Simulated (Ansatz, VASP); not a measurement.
# SbOs in VASP and in Ansatz

```xyz
2
Lattice="3.1062 0.0000 0.0000 0.0000 3.1062 0.0000 0.0000 0.0000 3.1062" Properties=species:S:1:pos:R:3 pbc="T T T"
Os    0.0000    0.0000    0.0000
Sb    1.5531    1.5531    1.5531
```

Change from the starting cell: volume scaled by 0.84, LAPW.

Alike in both runs: task single point; functional PBE; k mesh 12 × 12 × 12; occupations fermi-dirac, width 0.05 eV; no spin polarisation.

|  | VASP | Ansatz |
| --- | --- | --- |
| version | VASP 6.6.1 | Ansatz 0.2.0 |
| potentials or method | VASP PAW PBE potentials, release 64 (Os, Sb), cutoff 520 eV | all-electron LAPW, scalar-relativistic |

|  | VASP | Ansatz | Ansatz less VASP |
| --- | --- | --- | --- |
| pressure (GPa) | 49.7 | 48.6 | -1.05 |

Ansatz ran all-electron here, so the differences hold the error of VASP's frozen core and of both bases.

Caveats: so large a pressure means that the cell lies far from this level's equilibrium, or that cutoff or potentials fall short (VASP). The runs have no spin-orbit coupling, so splittings on Os, Sb are missing.
